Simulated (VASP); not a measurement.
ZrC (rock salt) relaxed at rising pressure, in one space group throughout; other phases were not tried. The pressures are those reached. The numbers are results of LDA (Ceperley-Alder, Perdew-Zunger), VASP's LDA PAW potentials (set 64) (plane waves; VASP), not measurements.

| P (GPa) | V (Å³/atom) | k-mesh |
|---|---|---|
| -0.11 | 12.533 | 14×14×14 |
| 4.93 | 12.289 | 14×14×14 |
| 9.93 | 12.068 | 14×14×14 |
| 19.97 | 11.676 | 14×14×14 |
| 29.99 | 11.339 | 14×14×14 |

Fit an equation of state and predict the volume at 44.91 GPa.

Least squares on the third-order Birch-Murnaghan form, P = (3B0/2)(y⁷ − y⁵)[1 + (3/4)(B′ − 4)(y² − 1)] with y = (V0/V)^(1/3), gives V0 = 12.528 Å³/atom, B0 = 247 GPa and B′ = 4.0, and so 10.910 Å³/atom. The run gave 10.910 Å³/atom, -0.0 % from the fit.

Pressures at which the relaxation failed are left out.

The compound is ZrC in the rock salt structure.
